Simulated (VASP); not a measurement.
An input for Quantum ESPRESSO's pw.x (written as the equivalent of a VASP run, and not itself run):

```
&CONTROL
  calculation = 'vc-relax'
  pseudo_dir = './pseudo'
  outdir = './out'
  tprnfor = .true.
  tstress = .true.
  nstep = 60
  forc_conv_thr = 0.00039
/
&SYSTEM
  ibrav = 0
  nat = 1
  ntyp = 1
  ecutwfc = 86
  occupations = 'smearing'
  smearing = 'methfessel-paxton'
  degauss = 0.00735
  input_dft = 'pz'
/
&ELECTRONS
  conv_thr = 7.3e-08
  electron_maxstep = 100
/
&IONS
/
&CELL
/
ATOMIC_SPECIES
  Ag 107.868 Ag.upf
CELL_PARAMETERS angstrom
     0.0000000    2.0450000    2.0450000
     2.0450000    0.0000000    2.0450000
     2.0450000    2.0450000    0.0000000
ATOMIC_POSITIONS crystal
  Ag   0.0000000  0.0000000  0.0000000
K_POINTS automatic
  14 14 14 0 0 0
```

Problem. Write the VASP files for the same calculation (LDA).

Solution. Several could match; the one computed here: 
**POSCAR**
```
Ag
1.0
  0.0000000000   2.0450000000   2.0450000000
  2.0450000000   0.0000000000   2.0450000000
  2.0450000000   2.0450000000   0.0000000000
Ag
1
Cartesian
  0.0000000000   0.0000000000   0.0000000000
```

**KPOINTS**
```
Automatic mesh
0
Gamma
14 14 14
0 0 0
```

INCAR:
```
LWAVE = .False.
ISIF = 3   # ions, shape and volume
ENCUT = 400
NELM = 100
EDIFF = 1E-6
LREAL = .False.   # projection in real space or not
ISMEAR = 1   # Methfessel-Paxton
LASPH = .True.   # aspherical one-centre terms
SIGMA = 0.1   # width (eV)
LMAXMIX = 4   # l cut-off of mixed one-centre charges
LCHARG = .False.
ALGO = Normal
IBRION = 2
NSW = 60   # most ionic steps
EDIFFG = -0.01
SYSTEM = Ag
PREC = Accurate
```

POTCAR, in this order: Ag (LDA.64 set). Program: vasp_std.

Limits of the translation: the potentials are each code's own (VASP's PAW set, PseudoDojo norm-conserving files in pw.x), so ENCUT and ecutwfc are chosen apart and not converted; conv_thr bounds pw.x's estimated SCF error, while EDIFF bounds the energy change between steps; forc_conv_thr acts on force components and is met together with etot_conv_thr.

The compound is Ag in the fcc structure. This run relaxes it. Symmetry was kept, so distortions that lower it aren't found.
